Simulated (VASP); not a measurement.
# Si3Au (Fm-3m) in VASP: a series of runs

The runs below take Si3Au through band structure, with PBE.

All numbers are computed with VASP 6.6.1; they aren't measurements. Logs are shortened: lines on timing, memory, paths and dates and some standing lists are left out, and cuts for length are marked.

## Step 1: The crystal as given

It takes space group Fm-3m (No. 225, cubic). The conventional cell has a = 6.408 Å, b = 6.408 Å, c = 6.408 Å, α = 90.00°, β = 90.00°, γ = 90.00°. Si (site symmetry m-3m) has 8 Si at 2.77 Å as nearest neighbours. Si (site symmetry -43m) is surrounded by 4 Si at 2.77 Å and 4 Au at 2.77 Å. Au (site symmetry m-3m) has 8 Si at 2.77 Å as nearest neighbours.

The cell was built by a generator and needn't be a form met in nature.

## Step 2: Band structure, PBE

POSCAR

```
Si3Au
1.0
    0.0000000000      3.2039900000      3.2039900000
    3.2039900000      0.0000000000      3.2039900000
    3.2039900000      3.2039900000      0.0000000000
Si Au
3 1
Direct
    0.5000000000      0.5000000000      0.5000000000
    0.2500000000      0.2500000000      0.2500000000
    0.7500000000      0.7500000000      0.7500000000
    0.0000000000      0.0000000000      0.0000000000
```

INCAR.step1

```
  ALGO = Normal
  EDIFF = 1E-6
  ENCUT = 600
  GGA = PE
  ISIF = 2
  ISMEAR = -1
  LASPH = True
  LCHARG = True
  LMAXMIX = 4
  LREAL = False
  LWAVE = False
  NELM = 60
  PREC = Accurate
  SIGMA = 0.05
```

KPOINTS.step1

```
k-points
0
Gamma
  5 5 5
```

INCAR.step2

```
  ALGO = Normal
  EDIFF = 1E-6
  ENCUT = 600
  GGA = PE
  ICHARG = 11
  ISIF = 2
  ISMEAR = 0
  LASPH = True
  LCHARG = False
  LMAXMIX = 4
  LREAL = False
  LWAVE = False
  NELM = 60
  PREC = Accurate
  SIGMA = 0.05
```

KPOINTS.step2

```
path GXWKGLUWLK,UX
20
line-mode
reciprocal
 0.0000000000  0.0000000000  0.0000000000  G
 0.5000000000  0.0000000000  0.5000000000  X

 0.5000000000  0.0000000000  0.5000000000  X
 0.5000000000  0.2500000000  0.7500000000  W

 0.5000000000  0.2500000000  0.7500000000  W
 0.3750000000  0.3750000000  0.7500000000  K

 0.3750000000  0.3750000000  0.7500000000  K
 0.0000000000  0.0000000000  0.0000000000  G

 0.0000000000  0.0000000000  0.0000000000  G
 0.5000000000  0.5000000000  0.5000000000  L

 0.5000000000  0.5000000000  0.5000000000  L
 0.6250000000  0.2500000000  0.6250000000  U

 0.6250000000  0.2500000000  0.6250000000  U
 0.5000000000  0.2500000000  0.7500000000  W

 0.5000000000  0.2500000000  0.7500000000  W
 0.5000000000  0.5000000000  0.5000000000  L

 0.5000000000  0.5000000000  0.5000000000  L
 0.3750000000  0.3750000000  0.7500000000  K

 0.6250000000  0.2500000000  0.6250000000  U
 0.5000000000  0.0000000000  0.5000000000  X
```

Potentials or basis: VASP PAW PBE potentials, release 64 (Si_GW, Au_GW).

On the command line:

```
$ cat potpaw_PBE.64/Si_GW/POTCAR potpaw_PBE.64/Au_GW/POTCAR > POTCAR
$ cp INCAR.step1 INCAR
$ cp KPOINTS.step1 KPOINTS
$ mpirun -np 1 vasp_std > vasp.out
$ cp INCAR.step2 INCAR
$ cp KPOINTS.step2 KPOINTS
$ mpirun -np 1 vasp_std > vasp.out
```

OUTCAR:

```text
EDIFF = 1E-6
   ENCUT = 600
   GGA = PE
   ICHARG = 11
   ISIF = 2
   ISMEAR = 0
   LASPH = True
   LREAL = False
   NELM = 60
   PREC = Accurate

 ion  position               nearest neighbor table
   1  0.500  0.500  0.500-   2 2.77   2 2.77   2 2.77   2 2.77   3 2.77   3 2.77   3 2.77   3 2.77
                             4 3.20   4 3.20   4 3.20   4 3.20   4 3.20   4 3.20
   2  0.250  0.250  0.250-   4 2.77   4 2.77   4 2.77   1 2.77   4 2.77   1 2.77   1 2.77   1 2.77

   3  0.750  0.750  0.750-   1 2.77   1 2.77   1 2.77   1 2.77   4 2.77   4 2.77   4 2.77   4 2.77

   4  0.000  0.000  0.000-   3 2.77   3 2.77   3 2.77   2 2.77   3 2.77   2 2.77   2 2.77   2 2.77
                             1 3.20   1 3.20   1 3.20   1 3.20   1 3.20   1 3.20

  LATTYP: Found a face centered cubic cell.
 ALAT       =     6.4079800000

  Lattice vectors:

 A1 = (   0.0000000000,   3.2039900000,   3.2039900000)
 A2 = (   3.2039900000,   0.0000000000,   3.2039900000)
 A3 = (   3.2039900000,   3.2039900000,   0.0000000000)

Analysis of symmetry for initial positions (statically):
=====================================================================
 Subroutine PRICEL returns:
 Original cell was already a primitive cell.

 Routine SETGRP: Setting up the symmetry group for a
 face centered cubic supercell.

 Subroutine GETGRP returns: Found 48 space group operations
 (whereof 48 operations were pure point group operations)
 out of a pool of 48 trial point group operations.

The static configuration has the point symmetry O_h .

Analysis of symmetry for dynamics (positions and initial velocities):
=====================================================================
 Subroutine PRICEL returns:
 Original cell was already a primitive cell.

 Routine SETGRP: Setting up the symmetry group for a
 face centered cubic supercell.

 Subroutine GETGRP returns: Found 48 space group operations
 (whereof 48 operations were pure point group operations)
 out of a pool of 48 trial point group operations.

The dynamic configuration has the point symmetry O_h .

 Subroutine INISYM returns: Found 48 space group operations
 (whereof 48 operations are pure point group operations),
 and found     1 'primitive' translations

----------------------------------------------------------------------------------------

                                     Primitive cell

  volume of cell :      65.7815

  direct lattice vectors                    reciprocal lattice vectors
     0.000000000  3.203990000  3.203990000    -0.156055418  0.156055418  0.156055418
     3.203990000  0.000000000  3.203990000     0.156055418 -0.156055418  0.156055418
     3.203990000  3.203990000  0.000000000     0.156055418  0.156055418 -0.156055418

  length of vectors
     4.531126112  4.531126112  4.531126112     0.270295913  0.270295913  0.270295913

  position of ions in fractional coordinates (direct lattice)
     0.500000000  0.500000000  0.500000000
     0.250000000  0.250000000  0.250000000
     0.750000000  0.750000000  0.750000000
     0.000000000  0.000000000  0.000000000

  ion indices of the primitive-cell ions
   primitive index   ion index
                 1           1
                 2           2
                 3           3
                 4           4

----------------------------------------------------------------------------------------

 KPOINTS: path GXWKGLUWLK,UX

Interpolating k-points between supplied coordinates.

 Line segments in fractional coordinates (reciprocal lattice):
    0.000000  0.000000  0.000000  ...  0.500000  0.000000  0.500000
    0.500000  0.000000  0.500000  ...  0.500000  0.250000  0.750000
    0.500000  0.250000  0.750000  ...  0.375000  0.375000  0.750000
    0.375000  0.375000  0.750000  ...  0.000000  0.000000  0.000000
    0.000000  0.000000  0.000000  ...  0.500000  0.500000  0.500000
    0.500000  0.500000  0.500000  ...  0.625000  0.250000  0.625000
    0.625000  0.250000  0.625000  ...  0.500000  0.250000  0.750000
    0.500000  0.250000  0.750000  ...  0.500000  0.500000  0.500000
    0.500000  0.500000  0.500000  ...  0.375000  0.375000  0.750000
    0.625000  0.250000  0.625000  ...  0.500000  0.000000  0.500000

 Generated    20 points on each line segment, for a total of    200 k-points:

 Following reciprocal coordinates:
            Coordinates               Weight
  0.000000  0.000000  0.000000      0.005000
  0.026316  0.000000  0.026316      0.005000
  0.052632  0.000000  0.052632      0.005000
  0.078947  0.000000  0.078947      0.005000
  0.105263  0.000000  0.105263      0.005000
  0.131579  0.000000  0.131579      0.005000
[... 16 lines left out ...]
  0.500000  0.026316  0.526316      0.005000
  0.500000  0.039474  0.539474      0.005000
 [... further k-points ...]
   k-points           NKPTS =    200   k-points in BZ     NKDIM =    200   number of bands    NBANDS=     15
   number of dos      NEDOS =    301   number of ions     NIONS =      4
   total plane-waves  NPLWV =  46656
   dimension x,y,z NGX =    36 NGY =   36 NGZ =   36
   dimension x,y,z NGXF=    72 NGYF=   72 NGZF=   72
   ions per type =               3   1
   NGX,Y,Z   is equivalent  to a cutoff of  13.21, 13.21, 13.21 a.u.
   NGXF,Y,Z  is equivalent  to a cutoff of  26.42, 26.42, 26.42 a.u.
 SYSTEM =  unknown system
   PREC   = accura    normal or accurate (medium, high low for compatibility)
   ISTART =      0    job   : 0-new  1-cont  2-samecut
   ICHARG =     11    charge: 1-file 2-atom 10-const
   ISPIN  =      1    spin polarized calculation?
   LNONCOLLINEAR =      F non collinear calculations
   LSORBIT =      F    spin-orbit coupling
   LASPH  =      T    aspherical Exc in radial PAW
   ENCUT  =  600.0 eV  44.10 Ry    6.64 a.u.   9.05  9.05  9.05*2*pi/ulx,y,z
   NELM   =     60;   NELMIN=  2; NELMDL=  0     # of ELM steps
   EDIFF  = 0.1E-05   stopping-criterion for ELM
   LREAL  =      F    real-space projection
   EDIFFG = 0.1E-04   stopping-criterion for IOM
   NSW    =      0    number of steps for IOM
   IBRION =     -1    ionic relax: 0-MD 1-quasi-New 2-CG
   NFREE  =      0    steps in history (QN), initial steepest desc. (CG)
   ISIF   =      2    stress and relaxation
   ISYM   =      2    0-nonsym 1-usesym 2-fastsym
   POTIM  = 0.5000    time-step for ionic-motion
   TEBEG  =    0.0;   TEEND  =   0.0 temperature during run
   PSTRESS=    0.0 pullay stress
   NELECT =      23.0000    total number of electrons
   NUPDOWN=      -1.0000    fix difference up-down
   EMIN   =  10.00;   EMAX   =-10.00  energy-range for DOS
   EFERMI =   0.00;   METHOD = LEGACY
   ISMEAR =     0;   SIGMA  =   0.05  broadening in eV -4-tet -1-fermi 0-gaus
   EFERMI_NEDOS =   21; number of points for ismear=-14 and -15
   IALGO  =     38    algorithm
   IMIX   =      4    mixing-type and parameters
     AMIX     =   0.40;   BMIX     =  1.00
     AMIX_MAG =   1.60;   BMIX_MAG =  1.00
  volume/ion in A,a.u.               =      16.45       110.98
  Fermi-wavevector in a.u.,A,eV,Ry     =   1.153319  2.179458 18.097732  1.330146
  Thomas-Fermi vector in A             =   2.289964
   LORBIT       =      0    0 simple, 1 ext, 2 COOP (PROOUT), +10 PAW based schemes
   GGA     = PE    functional components
   LHFCALC =     F    Hartree Fock is set to
   AEXX    =    0.0000 exact exchange contribution
   IVDW    =     0    specifies the selected vdW correction
   LEPSILON=     F    determine dielectric tensor
   LRPA    =     F    only Hartree local field effects (RPA)
 non-spin polarized calculation
 Gauss-broadening in eV      SIGMA  =   0.05
  energy-cutoff  :      600.00
  volume of cell :       65.78
 maximum number of plane-waves:      2212

 number of electron      23.0000002 magnetization

 Free energy of the ion-electron system (eV)
  ---------------------------------------------------
  ext. energy  EPLUGINS =         0.00000000
  ---------------------------------------------------
  free energy    TOTEN  =       -18.05540812 eV

  energy without entropy =      -18.05336252  energy(sigma->0) =      -18.05438532

 E-fermi :   8.8159     XC(G=0): -11.3014

 val. band max:        8.8095602440   @ k =   0.1053   0.1053   0.1053
 cond. band min:       8.8437158363   @ k =   0.5000   0.4474   0.5526
 fundamental gap:      0.0341555924
 Fermi energy:         8.8159190285

 k-point     1 :       0.0000    0.0000    0.0000
  band No.  band energies     occupation
      1      -4.1855      2.00000
      2       2.5190      2.00000
      3       2.5190      2.00000
      4       2.5190      2.00000
      5       3.6212      2.00000
      6       3.6212      2.00000
      7       4.4953      2.00000
      8       6.3444      2.00000
      9       6.9091      2.00000
     10       6.9091      2.00000
     11       6.9091      2.00000
     12       8.9890      0.00000
     13       8.9890      0.00000
     14       8.9890      0.00000
     15      10.1433      0.00000

 k-point     2 :       0.0263    0.0000    0.0263
  band No.  band energies     occupation
      1      -4.1753      2.00000
      2       2.4885      2.00000
      3       2.5199      2.00000
      4       2.5199      2.00000
      5       3.6078      2.00000
      6       3.6230      2.00000
      7       4.5279      2.00000
      8       6.1683      2.00000
      9       6.8912      2.00000
     10       6.8912      2.00000
     11       7.1144      2.00000
     12       8.9488      0.00017
     13       8.9488      0.00017
     14       9.0036      0.00000
     15      10.0031      0.00000
[... 365 lines left out ...]
      3       0.5452      2.00000
      4       3.2438      2.00000
      5       3.5041      2.00000
      6       3.5789      2.00000
      7       3.5806      2.00000
      8       3.7688      2.00000
      9       3.9631      2.00000
     10       5.3174      2.00000
     11       6.3273      2.00000
     12      11.9614      0.00000
     13      12.2199      0.00000
     14      12.9448      0.00000
     15      12.9924      0.00000

 k-point    24 :       0.5000    0.0395    0.5395
  band No.  band energies     occupation
      1      -0.7873      2.00000
      2      -0.7378      2.00000
      3       0.5277      2.00000
      4       3.0898      2.00000
      5       3.5130      2.00000
      6       3.5790      2.00000
      7       3.5828      2.00000
      8       3.8047      2.00000
      9       4.0556      2.00000
     10       5.3704      2.00000
     11       6.3515      2.00000
     12      11.7401      0.00000
     13      12.2037      0.00000
     14      12.7935      0.00000
     15      13.0873      0.00000

 [... further k-points ...]
[... 5 lines left out ...]
  --------------------------------------------------------------------------------------
  -------------------------------------------------------------------------------------
  Total        0.1867116      0.1867116      0.1867116      0.0000000      0.0000000      0.0000000
  in kB        4.5475592      4.5475592      4.5475592      0.0000000      0.0000000      0.0000000
  external PRESSURE =       4.5475592 kB  Pullay stress =       0.0000000 kB

 VOLUME and BASIS-vectors are now :
 -----------------------------------------------------------------------------
  energy-cutoff  :      600.00
  volume of cell :       65.78
      direct lattice vectors                 reciprocal lattice vectors
     0.000000000  3.203990000  3.203990000    -0.156055418  0.156055418  0.156055418
     3.203990000  0.000000000  3.203990000     0.156055418 -0.156055418  0.156055418
     3.203990000  3.203990000  0.000000000     0.156055418  0.156055418 -0.156055418

 POSITION                                       TOTAL-FORCE (eV/Angst)
 -----------------------------------------------------------------------------------
      3.20399      3.20399      3.20399        -0.000000     -0.000000      0.000000
      1.60200      1.60200      1.60200        -0.000000     -0.000000     -0.000000
      4.80598      4.80598      4.80598         0.000000      0.000000      0.000000
      0.00000      0.00000      0.00000        -0.000000     -0.000000      0.000000
 -----------------------------------------------------------------------------------
    total drift:                               -0.000000      0.000000      0.000000

  FREE ENERGIE OF THE ION-ELECTRON SYSTEM (eV)
  ---------------------------------------------------
  free  energy   TOTEN  =       -18.0554081164 eV

  energy  without entropy=      -18.0533625171  energy(sigma->0) =      -18.05438532
```

Wall time 3.2 min (1 thread of Intel Xeon Platinum 8559C (Emerald Rapids), shared host); peak memory 0.43 GiB.

What came out:

```
Band gap along the path : none (metal or under the smearing width)
```

Levels at the corners of the path, in eV from the Fermi level:
| point | band 9 | band 10 | band 11 | band 12 | band 13 | band 14 |
| --- | --- | --- | --- | --- | --- | --- |
| Γ | -1.81 | -1.81 | -1.81 | 0.27 | 0.27 | 0.27 |
| X | -4.82 | -3.45 | -2.41 | 3.51 | 3.51 | 4.02 |
| X | -4.82 | -3.45 | -2.41 | 3.51 | 3.51 | 4.04 |
| W | -4.16 | -0.61 | -0.61 | -0.43 | 0.27 | 3.16 |
| W | -4.16 | -0.61 | -0.61 | -0.43 | 0.27 | 3.16 |
| K | -3.88 | -3.07 | -0.61 | 1.06 | 2.11 | 2.52 |
| K | -3.88 | -3.07 | -0.61 | 1.06 | 2.11 | 2.52 |
| Γ | -1.81 | -1.81 | -1.81 | 0.27 | 0.27 | 0.27 |
| Γ | -1.81 | -1.81 | -1.81 | 0.27 | 0.27 | 0.27 |
| L | -2.04 | -2.04 | -1.13 | -1.13 | -0.77 | 3.16 |
| L | -2.04 | -2.04 | -1.13 | -1.13 | -0.77 | 3.16 |
| U | -3.88 | -3.07 | -0.61 | 1.06 | 2.11 | 2.52 |
| U | -3.88 | -3.07 | -0.61 | 1.06 | 2.11 | 2.52 |
| W | -4.16 | -0.61 | -0.61 | -0.43 | 0.27 | 3.16 |
| W | -4.16 | -0.61 | -0.61 | -0.43 | 0.27 | 3.16 |
| L | -2.04 | -2.04 | -1.13 | -1.13 | -0.77 | 3.16 |
| L | -2.04 | -2.04 | -1.13 | -1.13 | -0.77 | 3.16 |
| K | -3.88 | -3.07 | -0.61 | 1.06 | 2.11 | 2.52 |
| U | -3.88 | -3.07 | -0.61 | 1.06 | 2.11 | 2.52 |
| X | -4.82 | -3.45 | -2.41 | 3.51 | 3.51 | 4.02 |

Caveat: the log is that of the step along the path at fixed density, whose energy, stress, charges and moments have no meaning; spin-orbit coupling is left out, which moves the levels of the heavy elements.

## Step 3: Band structure, PBE

POSCAR is that of step 2.

INCAR.step1 is that of step 2.

KPOINTS.step1 is that of step 2.

INCAR.step2 is that of step 2.

KPOINTS.step2 is that of step 2.

Potentials or basis: VASP PAW PBE potentials, release 54 (Si, Au).

On the command line:

```
$ cat potpaw_PBE.54/Si/POTCAR potpaw_PBE.54/Au/POTCAR > POTCAR
$ cp INCAR.step1 INCAR
$ cp KPOINTS.step1 KPOINTS
$ mpirun -np 1 vasp_std > vasp.out
$ cp INCAR.step2 INCAR
$ cp KPOINTS.step2 KPOINTS
$ mpirun -np 1 vasp_std > vasp.out
```

It took 2 min on 1 thread of Intel Xeon Platinum 8559C (Emerald Rapids), shared host; peak memory 0.37 GiB.

Results (log left out):

* Band gap along the path: none (metal or under the smearing width)

Levels at the corners of the path, in eV from the Fermi level:
```csv
point,band 8,band 9,band 10,band 11,band 12,band 13,band 14,band 15
Γ,-2.38,-1.81,-1.81,-1.81,0.27,0.27,0.27,1.42
X,-5.12,-4.82,-3.44,-2.41,3.51,3.51,4.02,4.34
X,-5.12,-4.82,-3.44,-2.41,3.51,3.51,4.02,4.35
W,-4.87,-4.15,-0.61,-0.61,-0.42,0.27,3.16,4.98
W,-4.87,-4.15,-0.61,-0.61,-0.42,0.27,3.16,4.99
K,-4.45,-3.88,-3.07,-0.61,1.06,2.11,2.52,3.32
K,-4.45,-3.88,-3.07,-0.61,1.06,2.11,2.52,3.32
Γ,-2.38,-1.81,-1.81,-1.81,0.27,0.27,0.27,1.42
Γ,-2.38,-1.81,-1.81,-1.81,0.27,0.27,0.27,1.42
L,-4.56,-2.04,-2.04,-1.13,-1.13,-0.77,3.16,3.53
L,-4.56,-2.04,-2.04,-1.13,-1.13,-0.77,3.16,3.53
U,-4.45,-3.88,-3.07,-0.61,1.06,2.11,2.52,3.32
U,-4.45,-3.88,-3.07,-0.61,1.06,2.11,2.52,3.32
W,-4.87,-4.15,-0.61,-0.61,-0.42,0.27,3.16,4.98
W,-4.87,-4.15,-0.61,-0.61,-0.42,0.27,3.16,4.99
L,-4.56,-2.04,-2.04,-1.13,-1.13,-0.77,3.16,3.53
L,-4.56,-2.04,-2.04,-1.13,-1.13,-0.77,3.16,3.53
K,-4.45,-3.88,-3.07,-0.61,1.06,2.11,2.52,3.32
U,-4.45,-3.88,-3.07,-0.61,1.06,2.11,2.52,3.32
X,-5.12,-4.82,-3.44,-2.41,3.51,3.51,4.02,4.34
```

Caveat: the log is that of the step along the path at fixed density, whose energy, stress, charges and moments have no meaning; spin-orbit coupling is left out, which moves the levels of the heavy elements.

(Part 1 of 2 ends here.)
